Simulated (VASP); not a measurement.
Consider the following.

```
ZnO
1.0
    1.63143    -2.82572     0.00000
    1.63143     2.82572     0.00000
    0.00000     0.00000     5.27014
Zn O
2 2
Direct
  0.66667   0.33333   0.50136
  0.33333   0.66667   0.00136
  0.66667   0.33333   0.88064
  0.33333   0.66667   0.38064
```

Method: rev-vdW-DF2, VASP's PBE PAW potentials (set 64) (plane waves; VASP 6.6.1). Numerical set-up: 520 eV cut-off, Gaussian smearing of 0.050 eV, potentials Zn O.

Question: Estimate the band gap (along the path) with the smallest direct gap where there is one.

Answer: 
```yaml
band gap (along the path): 0.75 eV
smallest direct gap (along the path): 0.75 eV
```

Only differences to runs with the same potentials and settings are physical.

The compound is ZnO in the wurtzite structure. It was relaxed first.
